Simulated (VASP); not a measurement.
Data:

```
TaSi
1.0
    0.00000     3.03480     3.03480
    3.03480     0.00000     3.03480
    3.03480     3.03480     0.00000
Ta Si
1 1
Direct
  0.00000   0.00000   0.00000
  0.50000   0.50000   0.50000
```

These are PBE GGA, VASP's PBE PAW potentials (set 64) (plane waves; VASP 6.6.1) values and carry that method's errors. Run with 400 eV cut-off, 9×9×9 Γ-centred mesh, first-order Methfessel-Paxton smearing of 0.10 eV, potentials Ta_pv Si.

Energy and stress use the plane-wave basis of the starting cell.

Question: The ions, cell shape and volume are relaxed. Which structure does the run end with?

Answer: 
```
TaSi
1.0
    0.00000     2.57315     2.57315
    2.57315     0.00000     2.57315
    2.57315     2.57315     0.00000
Ta Si
1 1
Direct
  0.00000   0.00000   0.00000
  0.50000   0.50000   0.50000
```
Space group Fm-3m (225), at a tolerance of 0.03 Å.

Question: How do energy and volume change from the first to the last step?

Answer: The energy (σ→0) changes by -1476.9 meV/atom and the volume by -39.0 %, in 7 ionic steps.

The structure was generated: TaSi was put into the rock salt type (Fm-3m), which need not be its known phase. This run relaxes it. Symmetry was kept, so distortions that lower it aren't found. The electron count is odd and the run is not spin-polarised, which forces a metal.
